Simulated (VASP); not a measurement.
Calculation: revTPSS meta-GGA, VASP's PBE PAW potentials (set 64) (plane waves; VASP).

Input for VASP

POSCAR:
```
K
1
   -2.6400000000     2.6400000000     2.6400000000
    2.6400000000    -2.6400000000     2.6400000000
    2.6400000000     2.6400000000    -2.6400000000
K
1
Direct
  0.0000000000   0.0000000000   0.0000000000
```

### KPOINTS
```
Automatic mesh
0
Gamma
9 9 9
0 0 0
```

**INCAR**
```
ALGO=Normal
EDIFF=1E-6
EDIFFG=-0.01
ENCUT=520
IBRION=2
ISIF=3
ISMEAR=1
LASPH=T
LCHARG=F
LMIXTAU=T
LREAL=F
LWAVE=F
METAGGA=RTPSS
NELM=100
NSW=60
PREC=Accurate
SIGMA=0.1
SYSTEM=K
```

POTCAR, in this order: K_sv (PBE.64 set). Program: vasp_std.

Energy and stress use the plane-wave basis of the starting cell.

Predict the energy per atom (σ→0), volume per atom, band gap (on the k-mesh).

```json
{
 "energy per atom (σ→0)": "-161.8 kJ/mol of atoms",
 "band gap (on the k-mesh)": "none (metal, semimetal or under 0.01 eV)",
 "volume_per_atom": "75.25 Å³/atom"
}
```

### OSZICAR
```
...
DAV:   4    -0.167634945968E+01   -0.49043E-03   -0.47423E-03   976   0.722E-01    0.584E-02
DAV:   5    -0.167628597839E+01    0.63481E-04   -0.25448E-03   560   0.658E-01    0.159E-01
DAV:   6    -0.167729528390E+01   -0.10093E-02   -0.90046E-04   560   0.419E-01    0.288E-02
DAV:   7    -0.167727854738E+01    0.16737E-04   -0.75669E-05   680   0.121E-01    0.247E-02
DAV:   8    -0.167728029073E+01   -0.17434E-05   -0.85042E-06   776   0.356E-02    0.126E-02
DAV:   9    -0.167728314846E+01   -0.28577E-05   -0.23481E-06   576   0.110E-02    0.815E-03
DAV:  10    -0.167728231250E+01    0.83596E-06   -0.11928E-06   728   0.116E-02
   3 F= -.16772823E+01 E0= -.16771889E+01  d E =-.453367E-03
```

The compound is K in the bcc structure. This run relaxes it. Symmetry was kept, so distortions that lower it aren't found.
